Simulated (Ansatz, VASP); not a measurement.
## One calculation of HfIn4SiO6, two programs

Contents of INCAR:

```
SYSTEM = HfIn4SiO6
PREC = Accurate ; ENCUT = 520
EDIFF = 1E-7 ; ISMEAR = -1
SIGMA = 0.05 ; LREAL = .FALSE.
LASPH = .TRUE. ; NELM = 60
ALGO = Normal ; ISIF = 2
LWAVE = .FALSE. ; LCHARG = .TRUE.
GGA = PE ; LVHAR = .TRUE.
NBANDS = 63 ; KPAR = 4
```

KPOINTS

```
regular mesh
0
G
  6 6 3
  0 0 0
```

File POSCAR:

```
HfIn4SiO6
1.0
    5.3316200000      0.0159300000     -0.0483700000
   -2.5793300000      4.8819800000     -0.0191400000
   -1.5181300000     -1.2221600000      9.4552500000
Hf In Si O
1 4 1 6
Direct
    0.2380200000      0.0692800000      0.4027900000
    0.1454700000      0.5747100000      0.8703800000
    0.5244500000      0.7222000000      0.3488100000
    0.5731300000      0.3131600000      0.1209600000
    0.8825000000      0.3853100000      0.5641500000
    0.8811200000      0.9477000000      0.0377300000
    0.2644200000      0.4061300000      0.4886800000
    0.9571300000      0.7888600000      0.4878800000
    0.8398900000      0.6393800000      0.9858400000
    0.9905500000      0.0027000000      0.2137000000
    0.1366500000      0.2037300000      0.9786400000
    0.5666700000      0.9468400000      0.0004400000
```

input.yaml

```yaml
crystal:
  lattice:
    - [5.33162, 0.01593, -0.04837]
    - [-2.57933, 4.88198, -0.01914]
    - [-1.51813, -1.22216, 9.45525]
  atoms:
    - { symbol: Hf, position: [0.23802, 0.06928, 0.40279] }
    - { symbol: In, position: [0.14547, 0.57471, 0.87038] }
    - { symbol: In, position: [0.52445, 0.7222, 0.34881] }
    - { symbol: In, position: [0.57313, 0.31316, 0.12096] }
    - { symbol: In, position: [0.8825, 0.38531, 0.56415] }
    - { symbol: Si, position: [0.88112, 0.9477, 0.03773] }
    - { symbol: O, position: [0.26442, 0.40613, 0.48868] }
    - { symbol: O, position: [0.95713, 0.78886, 0.48788] }
    - { symbol: O, position: [0.83989, 0.63938, 0.98584] }
    - { symbol: O, position: [0.99055, 0.0027, 0.2137] }
    - { symbol: O, position: [0.13665, 0.20373, 0.97864] }
    - { symbol: O, position: [0.56667, 0.94684, 0.00044] }
hamiltonian:
  xc: pbe
  pseudopotentials: { kind: paw }
kpoints:
  mp_grid: { grid: [6, 6, 3] }
  band_path:
    path:
      - [[0.0, 0.0, -0.5], [0.0, 0.0, 0.0], [0.0, 0.5, 0.0]]
      - [[0.0, 0.5, -0.5], [0.0, 0.0, 0.0], [0.5, -0.5, 0.0]]
      - [[0.5, -0.5, -0.5], [0.0, 0.0, 0.0], [0.5, 0.0, 0.0]]
      - [[0.5, 0.0, -0.5], [0.0, 0.0, 0.0]]
    npoints: 10
scf:
  occupations: { method: fermi_dirac, width: 0.05 }
  n_extra_bands: 30
output:
  forces: true
  stress: true
  eigenvalues: true
  fatbands: true
```

The cell was built by a generator and needn't be a form met in nature.

Alike in both runs: functional PBE; k mesh 6 × 6 × 3; occupations fermi-dirac, width 0.05 eV; no spin polarisation.

```csv
,VASP,Ansatz
version,VASP 6.6.1,Ansatz 0.2.0
potentials or method,"VASP PAW PBE potentials, release 64 (Hf_pv, In_d, Si, O)",Ansatz PAW
plane-wave cutoff (eV),520,420
valence electrons in the cell,102,118
task,single point,band structure
```

VASP gave:

- gap on the k mesh at the Fermi level (eV): 1.10
- least direct gap on the mesh (eV): 1.24
- pressure (GPa): -0.1
- largest component of the traceless stress (GPa): 0.07
- rms of the force components (eV/Å): 0.047

Question: What did Ansatz give for the same quantities?

Answer: gap on the k mesh at the Fermi level (eV): 1.12; least direct gap on the mesh (eV): 1.25; pressure (GPa): 0.0; largest component of the traceless stress (GPa): 0.01; rms of the force components (eV/Å): 0.003.

Atom by atom the forces differ by 0.046 eV/Å (rms over components). The two sets of potentials don't hold the same shells in valence.

Caveats: spin-orbit coupling is left out, which moves the levels of the heavy elements; an odd mesh through Γ misses points on the zone boundary, where band edges often lie (VASP); the k mesh misses the band edges, so the gap on the mesh is wider than the one along the path (Ansatz); the pressure holds a Pulay correction of +0.3 GPa for the finite cutoff (Ansatz).
